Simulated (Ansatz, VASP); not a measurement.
# Mg (Magnesium): VASP beside Ansatz

One calculation is typed for both programs; each brings its own data sets. How far apart do they land? The structure shown is the end of the Ansatz relaxation below.

Program: Ansatz 0.2.0. Level of theory: plane waves, with VASP 6.6.1 beside it; single point at PBEsol. Results are calculated unless marked as measured.

**1. The structure**

It takes space group P6_3/mmc (No. 194, hexagonal). Conventional cell: a = 3.216 Å, b = 3.216 Å, c = 4.897 Å, α = 90.00°, β = 90.00°, γ = 120.00°. Nearest to Mg lie 12 Mg at 3.07 to 3.22 Å.

**2. Ansatz: relaxation, PBEsol**

Ansatz runs on its PAW soft_1 files.

This run makes the geometry at which the two programs are then compared.

Contents of input.yaml:

```yaml
crystal:
  lattice:
    - [3.2088742163, 0.0, 0.0]
    - [-1.6044371082, 2.7789665889, 0.0]
    - [0.0, 0.0, 4.8970279107]
  atoms:
    - { symbol: Mg, position: [0.3333333362, 0.6666666638, 0.25] }
    - { symbol: Mg, position: [0.6666666638, 0.3333333362, 0.75] }
kpoints:
  mp_grid: { grid: [15, 15, 8] }
hamiltonian:
  xc: pbesol
  pseudopotentials: { kind: paw, azcp: { folder: soft_1 }, xc_functional: pbe }
scf:
  occupations: { method: methfessel_paxton, width: 0.2 }
output:
  forces: true
  stress: true
  eigenvalues: true
relax:
  adjacent_minimum: "off"
  f_tol: 0.001
  max_steps: 60
  cell: { stress_tol: 0.01, fix: [c, angles] }
```

On the command line:

```
$ ansatz run input.yaml --threads 4 --pin off --max-ram 10240MiB --backend cpu --events-out ev --progress --plain --runs-dir out
```

Numbers of over 12 decimals in the logs are rounded to 6 here.

What it wrote:

```text
Warning: crystal.symmetry: narrowed to the stabiliser of the fixed cell quantities (relax.cell.fix) — unitary ops 24 → 8. The narrowing is safe, since a smaller group never makes results wrong: the run goes on under it, on as many k-points as the starting group would need, or more. Excluded: 16 operations that would move a fixed cell quantity at a test strain (relax.cell.fix fixes c, alpha, beta, gamma). The cell can leave their symmetry as it relaxes.
Engine: ansatz 0.2.0, x86_64-unknown-linux-gnu
Pseudopotentials: kind: paw
Pseudopotential: Mg, paw, valence charge 10, recommended cutoff 420 eV (normal), soft_1/Mg.paw.azcp
Functional definition: PBEsol
  exchange = pbesol_x
  correlation = pbesol_c
Crystal: 2 atoms, lattice volume = 43.669 Å³
Basis set: ecut = 420 eV, 869 PW (Γ), exchange–correlation on 48×48×72 points (8 copies of the dense FFT grid, shifted against one another)
Bands: 14, of which v1, the nominal top of the filled ones, is band 10 counted from 1 (9 counted from 0)
Symmetry: 8 space group operations
k-points: 320 of 1800
Non-local potential: Mg, projectors of the file, l = 0: 3, l = 1: 2, l = 2: 1
PAW form: soft (Blöchl's): semilocal exchange-correlation on the pseudo side does not see the compensation charge
PAW frozen core: Mg, regenerated for the run's functional, and the local potential with it (the file was generated under x = pbe(κ = 0.804, μ = 0.219515), c = pbe(β = 0.066725))
PAW one-centre angular grid: Mg, 110 points (default); XC on 64 Gauss nodes
Initial density: superposition of atomic densities (chi_scale 0.1, normalization cell)
Initial wavefunctions: pseudopotential atomic-orbital guess
Functional: x = pbesol(κ = 0.804, μ = 0.123457), c = pbesol(β = 0.046)
SCF iter   1: F=—  HF=-3824.117333 eV  |F-HF|=—  |Δ(HF+E_count)|=         —  Δρ=1.43e-2  dr2=1.15e-1  ethr=3.10e-3  ⟨swp⟩=5.0  Hψ=22164  notcnv=0
preconditioner: auto → none  [metal: Δε(μ)=0.052 eV  Ē_g=7.080 eV  σ=0.200 eV  W_gap=0.22  n_scr=8 (ndim 8)  ℏωp=11.2 eV  f_vac=0.000  D(μ)=0.78/eV (n_scr^D=2)  sad-step TF]
SCF iter   2: F=—  HF=-3824.105156 eV  |F-HF|=—  |Δ(HF+E_count)|=   1.22e-2  S|Δr|=    0.00e0  Δρ=1.00e-2  dr2=5.80e-2  ethr=5.76e-4  ⟨swp⟩=1.0  Hψ=7042  notcnv=0
SCF iter   3: F=—  HF=-3824.086361 eV  |F-HF|=—  |Δ(HF+E_count)|=   1.88e-2  S|Δr|=    0.00e0  Δρ=1.44e-3  dr2=1.13e-3  ethr=2.90e-4  ⟨swp⟩=1.2  Hψ=4537  notcnv=0
SCF iter   4: F=—  HF=-3824.086234 eV  |F-HF|=—  |Δ(HF+E_count)|=   1.27e-4  S|Δr|=    0.00e0  Δρ=1.57e-4  dr2=4.27e-6  ethr=5.67e-6  ⟨swp⟩=2.9  Hψ=7774  notcnv=0
SCF iter   5: F=—  HF=-3824.086207 eV  |F-HF|=—  |Δ(HF+E_count)|=   2.74e-5  S|Δr|=    0.00e0  Δρ=1.45e-5  dr2=2.49e-8  ethr=5.00e-10  ⟨swp⟩=5.1  Hψ=23387  notcnv=0
SCF iter   6: F=-3824.086207 eV  HF=-3824.086207 eV  |F-HF|=1.55e-9  |Δ(HF+E_count)|=   2.03e-8  S|Δr|=    0.00e0  Δρ=2.79e-6  dr2=9.21e-10  ethr=1.25e-10  ⟨swp⟩=1.9  Hψ=13466  notcnv=0
SCF 1 converged in 6 iterations: F = -3824.086207 eV  dr2 = 9.21e-10
  greatest PAW one-centre occupation: 1.000 electrons in one spin orbital (limit 2), on the Mg atom at site 1 (counted from 0), in its partial waves of l = 0
relax step   1: F+E_penalty+E_count = -3824.08620677 eV  Δ(F+E_penalty+E_count) = +0.000e0 eV  max|allowed force component| = 1.314e-7 eV/Å  Δτ_max = 0.0000 Å  P = +1.324 GPa  Ω = 43.669 Å³  fix = [c, alpha, beta, gamma]  reactions: c +3.556 GPa; gamma -0.000 GPa/rad  (6 SCF iters, dr2 threshold 1.00e-7 eV, accepted)
[...]
relax step   2: F+E_penalty+E_count = -3824.08632368 eV  Δ(F+E_penalty+E_count) = -1.169e-4 eV  max|allowed force component| = 1.002e-7 eV/Å  Δτ_max = 0.0000 Å  P = +1.181 GPa  Ω = 43.827 Å³  energy of the carried Pulay correction = -5.215e-6 eV  fix = [c, alpha, beta, gamma]  reactions: c +3.466 GPa; gamma -0.000 GPa/rad  (3 SCF iters, dr2 threshold 1.08e-7 eV, accepted)
[...]
relax step   3: F+E_penalty+E_count = -3824.08632696 eV  Δ(F+E_penalty+E_count) = -3.277e-6 eV  max|allowed force component| = 2.524e-8 eV/Å  Δτ_max = 0.0000 Å  P = +1.149 GPa  Ω = 43.864 Å³  energy of the carried Pulay correction = -6.414e-6 eV  fix = [c, alpha, beta, gamma]  reactions: c +3.445 GPa; gamma +0.000 GPa/rad  (3 SCF iters, dr2 threshold 3.78e-9 eV, accepted)
[...]
relax step   4: F+E_penalty+E_count = -3824.08633364 eV  Δ(F+E_penalty+E_count) = -6.684e-6 eV  max|allowed force component| = 2.516e-8 eV/Å  Δτ_max = 0.0000 Å  P = +1.149 GPa  Ω = 43.864 Å³  fix = [c, alpha, beta, gamma]  reactions: c +3.445 GPa; gamma +0.000 GPa/rad  stress off target by 2.52e-4 GPa on what of the cell is left free  SCF on the basis re-selected at this cell (its energy is not comparable with the rows above)  (4 SCF iters)
basis re-selected at this cell: Δ(F+E_penalty+E_count) = -6.684e-6 eV, ΔP = -0.000 GPa vs the last step (what re-selecting the basis moved, of the pressure what is left beyond the Pulay correction that the steps carried, after the strain that the cell walked since its last selection, with what the two solves' SCF thresholds leave and, on support functions, any second-order correction that the steps lacked; it is no m [...]
SCF converged after 4 iterations
Stability not checked: this state was not tested for a lower state beside it, because cold or Methfessel-Paxton smearing, or corrected tetrahedra, fill the levels in a way that the test cannot read (fill_not_monotonic; see scf.lower_state_search)
Free energy (F): -3824.086334 eV
Harris-Foulkes:  -3824.086334 eV  (|F-HF|=1.82e-12)
Internal energy: -3824.085535 eV  (E = F + TS)
E sigma→0 (E₀):  -3824.086134 eV
Entropy (-TS):   -0.000799 eV (-0.400 meV/atom)
Fermi energy:    5.923213 eV
--- Per-component energies (eV) ---
  E_band       = -705.044782
  E_kinetic    = 138.970064
  E_local      = -3393.514978  (includes V_loc(G=0)·N_el)
  E_nonlocal   = 391.900112
  E_hartree    = 1154.804139
  E_xc         = -51.738759
  E_vxc        = -67.058178  (∫ρ·V_xc dr)
  E_paw        = -579.846662  (= ΣΔE_a)
  E_vpaw       = -84.949787  (= ΣTr[D̂ρ^β])
  E_aug_tail   = -0.000294  (compensation charges beyond the density's cutoff)
  E_ewald      = -1484.776883
  E_core_change = 0.117725  (= ΣΔE_core)
  E_smearing   = -0.000799  (= −TS)
  E_closure    = -0.000000  (closes the sum)
  Σ components = -3824.086334   (vs F -3824.086334, Δ=0.00e0)
--- Forces (eV/Å), atoms counted from 1 ---
  atom   1  Mg    -0.00000003     0.00000001     0.00000000
  atom   2  Mg     0.00000003    -0.00000001    -0.00000000
  max |Σ_I F_I| component: 0.00e0 eV/Å
--- Stress (GPa, compression-positive) ---
        0.000252      -0.000000       0.000000
       -0.000000       0.000252       0.000000
        0.000000       0.000000       3.445383
  P = ⅓ Tr σ = 1.1486 GPa (11.486 kbar)
--- Band table (eV; the first three rows and the last of 320) ---
  k-point 0: bands = [... 6 lower, -36.5658, -36.5615, -1.1835, 4.5599, 5.3150, 16.4432, 16.4432, 16.4963]
  k-point 1: bands = [... 6 lower, -36.5662, -36.5633, -1.0848, 3.4914, 6.5492, 16.5217, 16.5217, 16.5631]
  k-point 2: bands = [... 6 lower, -36.5671, -36.5671, -0.7897, 2.2874, 8.2505, 16.3701, 16.7482, 16.7482]
  k-point 319: bands = [... 6 lower, -36.5729, -36.5729, 4.3891, 4.3891, 5.7903, 5.7903, 13.7230, 13.7230]
--- Relaxed structure (3 steps of the walk, 3 accepted, 1 SCFs on fresh bases) ---
  F+E_penalty+E_count = -3824.08633364 eV   max|allowed force component| = 2.516e-8 eV/Å   (the final SCF, on the basis selected at the relaxed cell)
  cell:  # Å, volume = 43.8638 Å³
    - [3.216041, 2.8931900637701014e-11, 0]
    - [-1.608021, 2.785173, 0]
    - [0, 0, 4.8970279107]
  atoms:
    - { symbol: Mg, position: [0.333333, 0.666667, 0.250000] }
    - { symbol: Mg, position: [0.666667, 0.333333, 0.750000] }
```

In the SCF lines HF is the Harris–Foulkes energy and dr2 the Hartree energy of the density residual, in eV; the loop may stop once dr2 is under the threshold and the program's other checks hold. Hψ counts applications of the Hamiltonian.

**3. VASP: single point, PBEsol, pair 1**

The same cell, functional, mesh and smearing now go to VASP, with its own data sets.

Lines of VASP's logs that name or quote its potential files are left out, and so is its time.

Contents of INCAR:

```
SYSTEM = Mg
PREC = Accurate
ENCUT = 600
EDIFF = 1E-06
NELM = 120
ISMEAR = 1
SIGMA = 0.2
LREAL = .FALSE.
ALGO = Normal
GGA = PS
NBANDS = 8
LORBIT = 11
LWAVE = .FALSE.
LCHARG = .FALSE.
ISIF = 2
LASPH = .TRUE.
GGA_COMPAT = .FALSE.
KPAR = 2
```

Contents of POSCAR:

```
Mg
1.0
    3.2160413202      0.0000000000      0.0000000000
   -1.6080206601      2.7851734829      0.0000000000
    0.0000000000      0.0000000000      4.8970279107
Mg
2
Direct
    0.3333333360      0.6666666640      0.2500000000
    0.6666666640      0.3333333360      0.7500000000
```

Contents of KPOINTS:

```
Automatic mesh
0
Gamma
15 15 8
0 0 0
```

PAW data sets: Mg (PBE family, release 64).

On the command line:

```
$ mpirun -np 2 vasp_std
```

What it wrote:

```text
[banner, memory and clock lines left out]
running    2 mpi-ranks, on    1 nodes
 distrk:  each k-point on    1 cores,    2 groups
 distr:  one band on    1 cores,    1 groups

 POSCAR found type information on POSCAR Mg
 POSCAR found :  1 types and       2 ions
|                                                                             |
|               ----> ADVICE to this user running VASP <----                  |
|                                                                             |
|     You enforced a specific xc type in the INCAR file but a different       |
|     [... a line on the potential file left out ...]
|     I HOPE YOU KNOW WHAT YOU ARE DOING!                                     |
|                                                                             |

 LDA part: xc-table for (Slater+PW92), standard interpolation
 POSCAR, INCAR and KPOINTS ok, starting setup
 FFT: planning ... GRIDC
 FFT: planning ... GRID_SOFT
 FFT: planning ... GRID
 WAVECAR not read
 entering main loop
       N       E                     dE             d eps       ncg     rms          rms(c)
DAV:   1    -0.782585333973E+00   -0.78259E+00   -0.14138E+03  2160   0.398E+02
DAV:   2    -0.343490172855E+01   -0.26523E+01   -0.26006E+01  2904   0.236E+01
DAV:   3    -0.344960117581E+01   -0.14699E-01   -0.14693E-01  3000   0.228E+00
DAV:   4    -0.344963497451E+01   -0.33799E-04   -0.33799E-04  3080   0.878E-02
DAV:   5    -0.344963503137E+01   -0.56854E-07   -0.56915E-07  2960   0.287E-03    0.962E-01
DAV:   6    -0.343907287867E+01    0.10562E-01   -0.47344E-04  2632   0.168E-01    0.612E-01
DAV:   7    -0.342966263775E+01    0.94102E-02   -0.20204E-03  2296   0.306E-01    0.308E-02
DAV:   8    -0.342966615798E+01   -0.35202E-05   -0.15351E-05  3432   0.279E-02    0.633E-03
DAV:   9    -0.342966594191E+01    0.21606E-06   -0.90017E-07  2376   0.465E-03
   1 F= -.34296659E+01 E0= -.34294101E+01  d E =-.767416E-03
```

Parts of OUTCAR (step 3):

```text
ion  position               nearest neighbor table
   1  0.333  0.667  0.250-   2 3.07   2 3.07   2 3.07   2 3.07   2 3.07   2 3.07
   2  0.667  0.333  0.750-   1 3.07   1 3.07   1 3.07   1 3.07   1 3.07   1 3.07

  LATTYP: Found a hexagonal cell.
 ALAT       =     3.2160413202
 C/A-ratio  =     1.5226881197

 Subroutine GETGRP returns: Found 24 space group operations
 (whereof 12 operations were pure point group operations)

The static configuration has the point symmetry D_3d.
 The point group associated with its full space group is D_6h.

 Found    135 irreducible k-points:

   k-points           NKPTS =    135   k-points in BZ     NKDIM =    135   number of bands    NBANDS=      8

   dimension x,y,z NGX =    28 NGY =   28 NGZ =   40
   dimension x,y,z NGXF=    56 NGYF=   56 NGZF=   80

   ENCUT  =  600.0 eV  44.10 Ry    6.64 a.u.   6.42  6.42  9.78*2*pi/ulx,y,z

   NELECT =       4.0000    total number of electrons

 k-points in reciprocal lattice and weights: Automatic mesh
   0.00000000  0.00000000  0.00000000       0.001
   0.06666667 -0.00000000  0.00000000       0.003
   0.13333333  0.00000000  0.00000000       0.003
   0.20000000  0.00000000  0.00000000       0.003
   0.26666667  0.00000000  0.00000000       0.003
   0.33333333  0.00000000  0.00000000       0.003
   0.40000000  0.00000000  0.00000000       0.003
   0.46666667  0.00000000  0.00000000       0.003
   0.06666667  0.06666667  0.00000000       0.003
[...]
0.33333333  0.26666667  0.50000000       0.007
   0.33333333  0.33333333  0.50000000       0.001

 average (electrostatic) potential at core
       1 -38.6185       2 -38.6185

 E-fermi :   2.8147

 k-point     1 :       0.0000    0.0000    0.0000
  band No.  band energies     occupation
      1      -4.2960      2.00000
      2       1.4453      2.00000
      3       2.2081      2.00016
      4      13.3373      0.00000
      5      13.3373      0.00000
      6      13.3926      0.00000
      7      13.3926      0.00000
      8      14.9366      0.00000

 k-point     2 :       0.0667   -0.0000    0.0000
  band No.  band energies     occupation
      1      -4.2095      2.00000
      2       1.5232      2.00000
      3       2.2907      2.00133
      4      11.6118      0.00000
      5      12.3513      0.00000
      6      13.2591      0.00000
      7      14.5128      0.00000
      8      15.9407      0.00000

 k-point     3 :       0.1333    0.0000    0.0000
  band No.  band energies     occupation
      1      -3.9507      2.00000
      2       1.7572      2.00000
      3       2.5355      2.06386
      4       9.6037      0.00000
      5      11.4824      0.00000
      6      12.3612      0.00000
      7      14.6483      0.00000
      8      15.7312      0.00000

  Total       -0.0077890     -0.0077890      0.9421411      0.0000000      0.0000000      0.0000000
  in kB       -0.2845021     -0.2845021     34.4128073      0.0000000      0.0000000      0.0000000
  external PRESSURE =      11.2812677 kB  Pullay stress =       0.0000000 kB

  energy-cutoff  :      600.00
  volume of cell :       43.86
      direct lattice vectors                 reciprocal lattice vectors
     3.216041320  0.000000000  0.000000000     0.310941279  0.179522031  0.000000000
    -1.608020660  2.785173483  0.000000000     0.000000000  0.359044062  0.000000000
     0.000000000  0.000000000  4.897027911     0.000000000  0.000000000  0.204205493

 POSITION                                       TOTAL-FORCE (eV/Angst)
 -----------------------------------------------------------------------------------
      0.00000      1.85678      1.22426        -0.000000      0.000000      0.000000
      1.60802      0.92839      3.67277         0.000000     -0.000000      0.000000
 -----------------------------------------------------------------------------------
    total drift:                                0.000000     -0.000000      0.000000

  FREE ENERGIE OF THE ION-ELECTRON SYSTEM (eV)
  ---------------------------------------------------
  free  energy   TOTEN  =        -3.4296659419 eV

  energy  without entropy=       -3.4288985259  energy(sigma->0) =       -3.42941014

 total charge
# of ion       s       p       d       tot
------------------------------------------
    1        0.210   0.135   0.013   0.358
    2        0.210   0.135   0.013   0.358
--------------------------------------------------
tot          0.421   0.270   0.025   0.716

[... 3 further parts left out ...]
```

The run ends at a pressure of 1.13 GPa.

**4. Differences**

Known differences besides the potentials themselves: the data sets hold 20 valence electrons in Ansatz (on its PAW soft_1 files) and 4 in VASP; the cutoff is 420 eV in Ansatz and 600 eV in VASP; Ansatz makes its cores anew for this functional, VASP keeps those of its PBE data sets; Ansatz's pressure holds a Pulay correction, VASP's none. Total energies have different zeros and are not compared.

Both answers:

```csv
quantity,Ansatz,VASP,difference
pressure (GPa),1.15,1.13,+0.02
```

**5. Ansatz: relaxation, PBEsol**

This run makes the geometry at which the two programs are then compared. The cell compared in this pair holds 44.42 Å³, against 43.86 Å³ for the pair before.

The structure compared here is the end of the Ansatz relaxation.

input.yaml, the sections that differ from step 2:

```yaml
crystal:
  lattice:
    - [3.1974341809, 0.0, 0.0]
    - [-1.5987170904, 2.7690592276, 0.0]
    - [0.0, 0.0, 4.9990493255]
  atoms:
    - { symbol: Mg, position: [0.3333333384, 0.6666666616, 0.25] }
    - { symbol: Mg, position: [0.6666666616, 0.3333333384, 0.75] }
# kpoints, hamiltonian, scf, output, relax: as in step 2
```

On the command line:

```
$ ansatz run input.yaml --threads 4 --pin off --max-ram 10240MiB --backend cpu --events-out ev --progress --plain --runs-dir out
```

What it wrote:

```text
[...]
Crystal: 2 atoms, lattice volume = 44.261 Å³
Basis set: ecut = 420 eV, 881 PW (Γ), exchange–correlation on 48×48×72 points (8 copies of the dense FFT grid, shifted against one another)
Bands: 14, of which v1, the nominal top of the filled ones, is band 10 counted from 1 (9 counted from 0)
Symmetry: 8 space group operations
k-points: 320 of 1800
[...]
k-point 319: bands = [... 6 lower, -36.6983, -36.6983, 4.3154, 4.3154, 5.7217, 5.7217, 13.7486, 13.7486]
--- Relaxed structure (3 steps of the walk, 3 accepted, 1 SCFs on fresh bases) ---
[...]
cell:  # Å, volume = 44.4201 Å³
    - [3.203177, -2.891943228392646e-11, 0.0]
    - [-1.601588, 2.774032, 0.0]
    - [0.0, 0.0, 4.9990493255]
  atoms:
    - { symbol: Mg, position: [0.333333, 0.666667, 0.250000] }
    - { symbol: Mg, position: [0.666667, 0.333333, 0.750000] }
[key lines of the parts left out:]
SCF converged after 5 iterations
Free energy (F): -3824.100716 eV
Fermi energy:    5.821699 eV
P = ⅓ Tr σ = 0.5306 GPa (5.306 kbar)
```

**6. VASP: single point, PBEsol, pair 2**

The same cell, functional, mesh and smearing now go to VASP, with its own data sets.

INCAR is that of step 3.

Contents of POSCAR:

```
Mg
1.0
    3.2031766866      0.0000000000      0.0000000000
   -1.6015883433      2.7740323834      0.0000000000
    0.0000000000      0.0000000000      4.9990493255
Mg
2
Direct
    0.3333333357      0.6666666643      0.2500000000
    0.6666666643      0.3333333357      0.7500000000
```

KPOINTS is that of step 3.

On the command line:

```
$ mpirun -np 2 vasp_std
```

What it wrote:

```text
[banner, memory and clock lines left out]
running    2 mpi-ranks, on    1 nodes
[...]
[... a notice as in an earlier step ...]

 LDA part: xc-table for (Slater+PW92), standard interpolation
 POSCAR, INCAR and KPOINTS ok, starting setup
[...]
entering main loop
       N       E                     dE             d eps       ncg     rms          rms(c)
DAV:   1    -0.568927288852E+00   -0.56893E+00   -0.14859E+03  2160   0.405E+02
DAV:   2    -0.344694568457E+01   -0.28780E+01   -0.27545E+01  2856   0.238E+01
DAV:   3    -0.346407540503E+01   -0.17130E-01   -0.17037E-01  3000   0.241E+00
DAV:   4    -0.346411826989E+01   -0.42865E-04   -0.42865E-04  3080   0.103E-01
DAV:   5    -0.346411836352E+01   -0.93629E-07   -0.93932E-07  2936   0.356E-03    0.964E-01
DAV:   6    -0.345355195786E+01    0.10566E-01   -0.51237E-04  2672   0.173E-01    0.614E-01
DAV:   7    -0.344405918502E+01    0.94928E-02   -0.21664E-03  2304   0.315E-01    0.311E-02
DAV:   8    -0.344406350401E+01   -0.43190E-05   -0.15922E-05  3408   0.287E-02    0.639E-03
DAV:   9    -0.344406327797E+01    0.22603E-06   -0.91434E-07  2424   0.462E-03
   1 F= -.34440633E+01 E0= -.34436417E+01  d E =-.126483E-02
```

(Part 1 of 2 ends here.)

[Lines on the potential files, build, host, timing and source positions are cut from VASP's logs without a mark.]

[Logs are printed without paths, hosts, clocks, repeated set-up lines and the standing remarks that a program may print on its own settings, such as how far it seeks lower states.]

[Hosts, paths, dates, database ids (printed as entryN), source tags and the programs' standing remarks are cut or masked in the printed files.]
